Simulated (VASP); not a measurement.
The input files of a VASP run:

**INCAR**
```
SYSTEM = PbSe
PREC = Accurate; ENCUT = 400; LREAL = .False.
LASPH = .True.
EDIFF = 1E-6; NELM = 100; ALGO = Normal
LMAXMIX = 4
ISMEAR = 0; SIGMA = 0.05
GGA = PE
IBRION = 2; NSW = 60; ISIF = 3
EDIFFG = -0.01
LWAVE = .False.; LCHARG = .False.
```

### POSCAR
```
PbSe
1.0
  3.4580000000   0.0000000000   0.0000000000
  0.0000000000   3.4580000000   0.0000000000
  0.0000000000   0.0000000000   3.4580000000
Pb Se
1 1
Direct
  0.0000000000   0.0000000000   0.0000000000
  0.5000000000   0.5000000000   0.5000000000
```

### KPOINTS
```
Automatic mesh
0
G
  7 7 7
0 0 0
```

POTCAR, in this order: Pb_d Se (PBE.64 set). Program: vasp_std.

Q: Translate this PBE calculation to Quantum ESPRESSO's pw.x.

A: One equivalent input (not run):
```
&CONTROL
  calculation = 'vc-relax'
  pseudo_dir = './pseudo'
  outdir = './out'
  tprnfor = .true.
  tstress = .true.
  nstep = 60
  forc_conv_thr = 0.00039
/
&SYSTEM
  ibrav = 0
  nat = 2
  ntyp = 2
  ecutwfc = 86
  occupations = 'smearing'
  smearing = 'gaussian'
  degauss = 0.003675
  input_dft = 'pbe'
/
&ELECTRONS
  conv_thr = 7.3e-08
  electron_maxstep = 100
/
&IONS
/
&CELL
/
ATOMIC_SPECIES
  Pb 207.200 Pb.upf
  Se 78.971 Se.upf
CELL_PARAMETERS angstrom
     3.4580000    0.0000000    0.0000000
     0.0000000    3.4580000    0.0000000
     0.0000000    0.0000000    3.4580000
ATOMIC_POSITIONS crystal
  Pb   0.0000000  0.0000000  0.0000000
  Se   0.5000000  0.5000000  0.5000000
K_POINTS automatic
  7 7 7 0 0 0
```
What does not carry over: the potentials are each code's own (VASP's PAW set, PseudoDojo norm-conserving files in pw.x), so ENCUT and ecutwfc are chosen apart and not converted; conv_thr bounds pw.x's estimated SCF error, while EDIFF bounds the energy change between steps; forc_conv_thr acts on force components and is met together with etot_conv_thr.

The structure was generated: PbSe was put into the CsCl type type (Pm-3m), which need not be its known phase. This run relaxes it. Symmetry was kept, so distortions that lower it aren't found.
